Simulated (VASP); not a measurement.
# Te2Mo with and without spin-orbit coupling, part 2 of 2

What does spin-orbit coupling change in Te2Mo, and what does it cost? All runs use LDA. Left out of this account: 1 further run (self-consistent run: a reference on another mesh). The start is a cell from a database of measured crystal structures.

VASP 6.6.1, plane waves and PAW; the level of theory is named at each step.

Still holding for the runs below: The bonds form layers, held to each other by dispersion, which LDA lacks; its overbinding stands in for it by accident.

So far. Step 4 (Total and projected DOS (LDA)): The gap on this mesh is 0.81 eV, over the 0.67 eV of the band run, since this mesh misses a band edge. In the top eV of the valence band the largest shares in the PAW spheres are Mo d 44 % and Te p 23 %; in the lowest eV of the conduction band, Mo d 62 % and Te p 11 %. The rest lies in smaller channels or between the spheres.

**6. Relaxing cell and atoms (LDA) (continued)**

Relaxation path:

| step | energy less that of the first step (eV) | largest force (eV/Å) | pressure (GPa) | volume (Å³) |
| --- | --- | --- | --- | --- |
| 1 | 0.0000 | 0.2382 | -2.94 | 149.79 |
| 2 | 0.0778 | 0.9391 | 5.56 | 140.08 |
| 3 | -0.0360 | 0.1555 | -0.15 | 146.20 |
| 4 | -0.0360 | 0.1635 | -0.10 | 146.13 |
| 5 | -0.0415 | 0.0756 | -0.03 | 145.37 |
| 6 | -0.0418 | 0.0510 | -0.02 | 145.15 |
| 7 | -0.0426 | 0.0381 | -0.08 | 145.03 |
| 8 | -0.0444 | 0.0010 | -0.25 | 144.68 |
| 9 | -0.0443 | 0.0788 | -0.56 | 143.97 |
| 10 | -0.0449 | 0.0365 | -0.39 | 144.35 |
| 11 | -0.0453 | 0.0236 | -0.29 | 144.14 |
| 12 | -0.0456 | 0.0098 | -0.01 | 143.60 |
| 13 | -0.0456 | 0.0083 | 0.01 | 143.62 |
| 14 | -0.0456 | 0.0077 | -0.15 | 143.88 |
| 15 | -0.0456 | 0.0046 | -0.05 | 143.69 |
| 16 | -0.0456 | 0.0063 | -0.06 | 143.66 |
| 17 | -0.0456 | 0.0075 | -0.04 | 143.64 |
| 18 | -0.0457 | 0.0069 | -0.01 | 143.63 |

```
conventional cell, symmetrised  before   after  change
                         a (Å)   3.518   3.474  -1.2 %
                         b (Å)   3.518   3.474  -1.2 %
                         c (Å)  13.974  13.740  -1.7 %
              volume (Å³/atom)   24.96   23.94  -4.1 %
```

The atoms that moved most (Å, as changes of fractional coordinates times the final cell):

```csv
atom,dx,dy,dz,length
Te1,0.000,0.000,-0.026,0.026
Te3,0.000,0.000,0.026,0.026
Te4,0.000,0.000,0.026,0.026
Te2,0.000,0.000,-0.026,0.026
```

The relaxed structure:

```cif
data_structure
_symmetry_space_group_name_H-M 'P 1'
_symmetry_Int_Tables_number 1
_cell_length_a 3.4743
_cell_length_b 3.4743
_cell_length_c 13.7400
_cell_angle_alpha 90.000
_cell_angle_beta 90.000
_cell_angle_gamma 120.000
_cell_volume 143.63
loop_
_atom_site_label
_atom_site_type_symbol
_atom_site_fract_x
_atom_site_fract_y
_atom_site_fract_z
_atom_site_occupancy
Te1 Te 0.33333 0.66667 0.61909 1
Te2 Te 0.66667 0.33333 0.11909 1
Te3 Te 0.33333 0.66667 0.88091 1
Te4 Te 0.66667 0.33333 0.38091 1
Mo5 Mo 0.33333 0.66667 0.25000 1
Mo6 Mo 0.66667 0.33333 0.75000 1
```

Numbers from this step:

* bands: 32
* free energy (TOTEN): -41.27 eV
* Fermi energy: 8.944 eV
* pressure: -0.01371 GPa
* SCF cycles over all ionic steps: 132
* gap on the k-mesh: 0.7599 eV
* least direct gap on the k-mesh: 1.276 eV

It ends with a largest force of 0.007 eV/Å and a pressure of -0.01 GPa.

**7. Relaxing cell and atoms (LDA + SOC)**

This step: LDA, spin-orbit coupling; plane waves and PAW (Te, Mo_sv) (VASP 6.6.1).

The same relaxation with spinors and spin-orbit coupling.

The input, INCAR:

```
SYSTEM = Te2Mo
PREC = Accurate
ENCUT = 400
EDIFF = 1E-06
NELM = 100
ISMEAR = -1
SIGMA = 0.05
LREAL = .FALSE.
ALGO = Normal
GGA = CA
LNONCOLLINEAR = .TRUE.
MAGMOM = 0 0 0 0 0 0 0 0 0 0 0 0 0 0 0 0 0 0
NBANDS = 64
GGA_COMPAT = .FALSE.
LASPH = .TRUE.
LSORBIT = .TRUE.
LMAXMIX = 4
LORBIT = 11
LWAVE = .FALSE.
LCHARG = .FALSE.
KPAR = 4
IBRION = 2
NSW = 60
ISIF = 3
EDIFFG = -0.01
```

The input, POSCAR:

```
Te2Mo
1.0
    3.5182000000      0.0000000000      0.0000000000
   -1.7591000000      3.0468505756      0.0000000000
    0.0000000000      0.0000000000     13.9736000000
Te Mo
4 2
Direct
    0.3333333333      0.6666666667      0.6210000000
    0.6666666667      0.3333333333      0.1210000000
    0.3333333333      0.6666666667      0.8790000000
    0.6666666667      0.3333333333      0.3790000000
    0.3333333333      0.6666666667      0.2500000000
    0.6666666667      0.3333333333      0.7500000000
```

The input, KPOINTS:

```
Automatic mesh
0
Gamma
7 7 2
0 0 0
```

Potentials, in the order of the species: Te and Mo_sv (LDA family, release 64).

Run with:

```sh
> mpirun -np 4 vasp_ncl
```

Elapsed: 5.6 min, on 4 MPI ranks of Intel Xeon 6975P-C (Granite Rapids), shared host; peak memory 1.9 GiB; 20 min of CPU time.

Step by step:

| step | energy less that of the first step (eV) | largest force (eV/Å) | pressure (GPa) | volume (Å³) |
| --- | --- | --- | --- | --- |
| 1 | 0.0000 | 0.2208 | -2.82 | 149.79 |
| 2 | 0.0685 | 0.8932 | 5.24 | 140.47 |
| 3 | -0.0335 | 0.1579 | -0.13 | 146.29 |
| 4 | -0.0388 | 0.0740 | -0.11 | 145.57 |
| 5 | -0.0392 | 0.0441 | -0.08 | 145.30 |
| 6 | -0.0401 | 0.0521 | 0.03 | 144.96 |
| 7 | -0.0418 | 0.0767 | 0.36 | 143.94 |
| 8 | -0.0422 | 0.0615 | 0.27 | 143.95 |
| 9 | -0.0431 | 0.0155 | 0.03 | 143.96 |
| 10 | -0.0425 | 0.0751 | -0.45 | 143.98 |
| 11 | -0.0433 | 0.0123 | -0.13 | 143.96 |
| 12 | -0.0434 | 0.0114 | -0.11 | 143.88 |
| 13 | -0.0435 | 0.0088 | -0.07 | 143.69 |
| 14 | -0.0435 | 0.0076 | -0.06 | 143.64 |

```csv
"conventional cell, symmetrised",before,after,change
a (Å),3.518,3.475,-1.2 %
b (Å),3.518,3.475,-1.2 %
c (Å),13.974,13.734,-1.7 %
volume (Å³/atom),24.96,23.94,-4.1 %
```

The atoms that moved most (Å, as changes of fractional coordinates times the final cell):

```csv
atom,dx,dy,dz,length
Te1,0.000,0.000,-0.029,0.029
Te3,0.000,0.000,0.029,0.029
Te2,0.000,0.000,-0.029,0.029
Te4,0.000,0.000,0.029,0.029
```

The relaxed structure:

```xyz
6
Lattice="3.4751 0.0000 0.0000 -1.7376 3.0096 0.0000 0.0000 0.0000 13.7337" Properties=species:S:1:pos:R:3 pbc="T T T"
Te    0.0000    2.0064    8.4999
Te    1.7376    1.0032    1.6331
Te    0.0000    2.0064   12.1006
Te    1.7376    1.0032    5.2338
Mo    0.0000    2.0064    3.4334
Mo    1.7376    1.0032   10.3003
```

This step gave:

```yaml
bands: 64
free_energy_toten: -41.89 eV
fermi_energy: 8.953 eV
pressure: -0.05734 GPa
scf_cycles_over_all_ionic_steps: 119
gap_on_the_k_mesh: 0.7382 eV
least_direct_gap_on_the_k_mesh: 1.228 eV
```

On-site spin-orbit energy by atom:

```csv
atom,on-site spin-orbit energy (eV)
Te1,-0.210
Te2,-0.210
Te3,-0.210
Te4,-0.210
Mo5,-0.213
Mo6,-0.213
```

The cell ends at 23.94 Å³/atom, under 0.05 % from the run without the coupling. The run took 4.4 times the core time, with 64 spinor bands against 32.

The cell shrank by 4.1 % in volume. First to last step the energy falls by 0.043 eV; the largest move, 0.029 Å, is that of Te1 and 3 other atoms alike.

**8. The runs together**

```
                quantity  without  with spin-orbit coupling
                gap (eV)    0.672                     0.656
     core minutes, bands        3                        15
       core minutes, DOS     0.64                       3.2
relaxed volume (Å³/atom)    23.94                     23.94
core minutes, relaxation      5.1                        22
```

**9. Summary of results**

- gap (eV), without → with: 0.672 → 0.656
- relaxed volume (Å³/atom), without → with: 23.94 → 23.94

In words: Spin-orbit coupling moves the gap of Te2Mo from 0.67 to 0.66 eV. The relaxed volume moves by under 0.05 %. The spinor runs cost 4.4 to 5 times as much, on a shared host. Semilocal functionals usually underestimate gaps. The bonds form layers, and without a dispersion term the spacing between them, and what depends on it, is unreliable.

[Lines on the potential files, build, host, timing and source positions are cut from VASP's logs without a mark.]

[Logs are printed without paths, hosts, clocks, repeated set-up lines and the standing remarks that a program may print on its own settings, such as how far it seeks lower states.]

[Hosts, paths, dates, database ids (printed as entryN), source tags and the programs' standing remarks are cut or masked in the printed files.]

[A measured line is paired with the nearest computed mode of its activity, which favours agreement.]
